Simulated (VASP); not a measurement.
**BaS (space group Fm-3m): computed properties**

Calculation: LDA (Ceperley-Alder, Perdew-Zunger), VASP's LDA PAW potentials (set 64) (plane waves; VASP).

space group: Fm-3m (225)
cell: a = b = c = 6.3024 Å, α = β = γ = 90.00°
volume per atom: 31.29 Å³/atom
band gap (over mesh and band path): 1.83 eV
smallest direct gap (over mesh and band path): 1.94 eV
Hill bulk modulus: 50.5 GPa
Hill shear modulus: 28.1 GPa
Poisson's ratio: 0.266
band-edge character without spin-orbit coupling: indirect, Γ to X
band gap with spin-orbit coupling: 1.77 eV
density: 4.49 g/cm³
optical Γ-point spectrum: 154 (×3) cm⁻¹
C11: 117 GPa
C12: 17.2 GPa
C44: 18.7 GPa

```
BaS
1.0
    0.00000     3.15122     3.15122
    3.15122     0.00000     3.15122
    3.15122     3.15122     0.00000
Ba S
1 1
Direct
  0.00000   0.00000   0.00000
  0.50000   0.50000   0.50000
```

Unless said otherwise, spin-orbit coupling is left out, though it shifts the bands of the heavy elements here.

The structure comes from a computed database's BaS entry (Fm-3m); how it stands against other phases isn't given here. It was relaxed first, which changed the volume by -7 %. Symmetry was kept, so distortions that lower it aren't found.
